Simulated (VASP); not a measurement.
Data:

```yaml
crystal:
  lattice:
    - [0.00000, 2.70320, 2.70320]
    - [2.70320, 0.00000, 2.70320]
    - [2.70320, 2.70320, 0.00000]
  atoms:
    - { symbol: Ca, position: [0.00000, 0.00000, 0.00000] }
    - { symbol: F, position: [0.25000, 0.25000, 0.25000] }
    - { symbol: F, position: [0.75000, 0.75000, 0.75000] }
```

Computed with MS2 meta-GGA, VASP's PBE PAW potentials (set 64) (plane waves; VASP 6.6.1). Settings: 520 eV cut-off, 7×7×7 Γ-centred mesh, Gaussian smearing of 0.050 eV, potentials Ca_sv F.

Task: Estimate the energy per atom (σ→0), pressure.

Result: 
The energy per atom (σ→0) comes out as -9.306 eV/atom and the pressure is 3.08 GPa.

Only differences to runs with the same potentials and settings are physical.

The compound is CaF2 in the fluorite structure. This cell is one point of a volume scan, at 0.97 of the reference volume.
